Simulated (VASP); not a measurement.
# What goes wrong when GaSb is relaxed with a bad input, part 2 of 2

Aim: see how common mistakes in a VASP relaxation show up, on GaSb. The starting structure is a cell with measured lattice constants from the literature and the atomic positions of a computed structure of the Materials Project. The first relaxation on each setting starts from this cell expanded by 3 % in volume.

VASP 6.6.1.

Results so far: reference 28.60 Å³ an atom; low precision and a small cutoff 26.83 Å³ an atom.

## Step 5: Relaxation with an ionic step far too long (continued)

Level of this step: PBEsol; plane waves and PAW (Sb, Ga_d) (VASP).

Parts of OUTCAR (step 5):

```text
  Total       -0.0035058     -0.0035058     -0.0035058      0.0000000      0.0000000     -0.0000000
  in kB       -0.0980915     -0.0980915     -0.0980915      0.0000000      0.0000000     -0.0000000
  external PRESSURE =      -0.0980915 kB  Pullay stress =       0.0000000 kB

 POSITION                                       TOTAL-FORCE (eV/Angst)
 -----------------------------------------------------------------------------------
      1.52961      1.52961      1.52961         0.000000      0.000000      0.000000
      0.00000     -0.00000      0.00000        -0.000000     -0.000000     -0.000000
 -----------------------------------------------------------------------------------
    total drift:                               -0.000000     -0.000000      0.000000

  FREE ENERGIE OF THE ION-ELECTRON SYSTEM (eV)
  ---------------------------------------------------
  free  energy   TOTEN  =        -8.1214119388 eV

  energy  without entropy=       -8.1211693963  energy(sigma->0) =       -8.12129067

[... 2 parts as in an earlier step ...]

[... 2 further parts left out ...]
[key lines of the parts left out:]
E-fermi :   4.7487
```

With an ionic step far too long the cell ends at 28.631 Å³ an atom, +0.09 % from the reference.

## Step 6: Relaxation with a smearing far too wide

A slip made on purpose: a smearing far too wide. Against step 2 the input has SIGMA = 2 (also changed: NELM).

File INCAR:

```
SYSTEM = GaSb
PREC = Accurate
ENCUT = 450
EDIFF = 1E-06
NELM = 60
ISMEAR = 0
SIGMA = 2
LREAL = .FALSE.
ALGO = Normal
GGA = PS
NBANDS = 15
LORBIT = 11
LWAVE = .FALSE.
LCHARG = .FALSE.
KPAR = 8
IBRION = 2
NSW = 50
ISIF = 3
EDIFFG = -0.006
```

File POSCAR:

```
GaSb
1.0
    0.0000000000      3.0779782003      3.0779782003
    3.0779782003      0.0000000000      3.0779782003
    3.0779782003      3.0779782003      0.0000000000
Sb Ga
1 1
Direct
    0.2500000000      0.2500000000      0.2500000000
    0.0000000000      0.0000000000      0.0000000000
```

File KPOINTS:

```
Automatic mesh
0
Gamma
6 6 6
0 0 0
```

Potentials, in the order of the species: Sb and Ga_d (PBE family, release 64).

Started as:

```bash
mpirun -np 8 vasp_std
```

The program printed:

```text
[... set-up lines as in an earlier step ...]
 entering main loop
       N       E                     dE             d eps       ncg     rms          rms(c)
DAV:   1     0.749288783620E+02    0.74929E+02   -0.79777E+03   480   0.134E+03
DAV:   2    -0.295374305210E+01   -0.77883E+02   -0.75372E+02   557   0.284E+02
DAV:   3    -0.862385417282E+01   -0.56701E+01   -0.56513E+01   585   0.636E+01
DAV:   4    -0.872529105174E+01   -0.10144E+00   -0.10142E+00   586   0.969E+00
[...]
DAV:  10    -0.865888990844E+01    0.18382E-05   -0.10357E-05   614   0.350E-02    0.720E-03
DAV:  11    -0.865889248882E+01   -0.25804E-05   -0.42437E-06   564   0.142E-02    0.148E-03
DAV:  12    -0.865889257919E+01   -0.90366E-07   -0.22939E-07   380   0.536E-03
   1 F= -.86588926E+01 E0= -.78985247E+01  d E =-.865889E+01
[...]
N       E                     dE             d eps       ncg     rms          rms(c)
DAV:   1    -0.895103118232E+01   -0.29214E+00   -0.38155E+00   606   0.328E+01    0.296E+00
DAV:   2    -0.873307926450E+01    0.21795E+00   -0.37485E-01   592   0.102E+01    0.139E+00
DAV:   3    -0.867727969169E+01    0.55800E-01   -0.75900E-02   599   0.430E+00    0.274E-01
DAV:   4    -0.867180529113E+01    0.54744E-02   -0.73683E-03   599   0.124E+00    0.980E-02
DAV:   5    -0.867133187245E+01    0.47342E-03   -0.45975E-04   627   0.249E-01    0.319E-02
DAV:   6    -0.867129461004E+01    0.37262E-04   -0.11501E-04   592   0.184E-01    0.145E-02
DAV:   7    -0.867129413356E+01    0.47648E-06   -0.18979E-05   628   0.682E-02    0.470E-03
DAV:   8    -0.867129448836E+01   -0.35480E-06   -0.12493E-06   387   0.970E-03
   2 F= -.86712945E+01 E0= -.78640606E+01  d E =-.124019E-01
 trial-energy change:   -0.012402  1 .order   -0.012867   -0.025344   -0.000390
 step:   1.0176(harm=  1.0156)  dis= 0.00000  next Energy=    -8.671298 (dE=-0.124E-01)
 reached required accuracy - stopping structural energy minimisation
```

Wall time 5.6 s (8 MPI ranks of AMD EPYC 7R43, shared host); peak memory 1.2 GiB; 39 s of CPU time.

Parts of OUTCAR (step 6):

```text
  Total        0.0091042      0.0091042      0.0091042      0.0000000      0.0000000      0.0000000
  in kB        0.2396942      0.2396942      0.2396942      0.0000000      0.0000000      0.0000000
  external PRESSURE =       0.2396942 kB  Pullay stress =       0.0000000 kB

 POSITION                                       TOTAL-FORCE (eV/Angst)
 -----------------------------------------------------------------------------------
      1.56096      1.56096      1.56096        -0.000000     -0.000000      0.000000
      0.00000      0.00000      0.00000         0.000000      0.000000     -0.000000
 -----------------------------------------------------------------------------------
    total drift:                               -0.000000     -0.000000     -0.000001

  FREE ENERGIE OF THE ION-ELECTRON SYSTEM (eV)
  ---------------------------------------------------
  free  energy   TOTEN  =        -8.6712944884 eV

  energy  without entropy=       -7.0568267421  energy(sigma->0) =       -7.86406062

[... 2 parts as in an earlier step ...]

[... 2 further parts left out ...]
[key lines of the parts left out:]
E-fermi :   4.2535
```

With a smearing far too wide the cell ends at 30.427 Å³ an atom, +6.37 % from the reference; the bulk modulus is 33.1 GPa against 46.0 GPa.

## Step 7: The runs compared

| run | ended | volume (Å³/atom) | change (%) | bulk modulus (GPa) | pressure left (GPa) | core minutes |
| --- | --- | --- | --- | --- | --- | --- |
| reference | converged | 28.605 | - | 46.0 | -0.01 | 1.49 |
| low precision and a small cutoff | converged | 26.827 | -6.21 | - | 0.03 | 0.293 |
| a functional's name that the tag doesn't take | stopped by VASP | - | - | - | - | 0.773 |
| an ionic step far too long | converged | 28.631 | 0.09 | - | -0.01 | 1.23 |
| a smearing far too wide | converged | 30.427 | 6.37 | 33.1 | 0.02 | 0.747 |

Core minutes are wall time times ranks, summed over the relaxations behind a row (those for a bulk modulus apart), on shared hosts.

## Step 8: What came out

- volume of the reference: 28.60 Å³/atom
- volume against the reference, low precision and a small cutoff: -6.21 %
- volume against the reference, an ionic step far too long: +0.09 %
- volume against the reference, a smearing far too wide: +6.37 %
- run with a functional's name that the tag doesn't take: stopped by VASP

What this shows: VASP stopped by itself in the run with a functional's name that the tag doesn't take. Finished, but with signs in the output that stand out against the reference: low precision and a small cutoff, with the volume changed by -6.2 % (signs: -7.3 GPa at the first ionic step (of the first relaxations, not shown; reference: -0.9 GPa)); a smearing far too wide, with the volume changed by +6.4 % (signs: 1.6 GPa at the first ionic step (of the first relaxations, not shown; reference: -0.9 GPa) and a large entropy term in the energy). Little came of an ionic step far too long in this material. The reference was restarted once and the runs with a slip weren't, so their cells may not have settled fully. Further runs on this material are not shown.

[Lines on the potential files, build, host, timing and source positions are cut from VASP's logs without a mark.]

[Logs are printed without paths, hosts, clocks, repeated set-up lines and the standing remarks that a program may print on its own settings, such as how far it seeks lower states.]

[Hosts, paths, dates, database ids (printed as entryN), source tags and the programs' standing remarks are cut or masked in the printed files.]
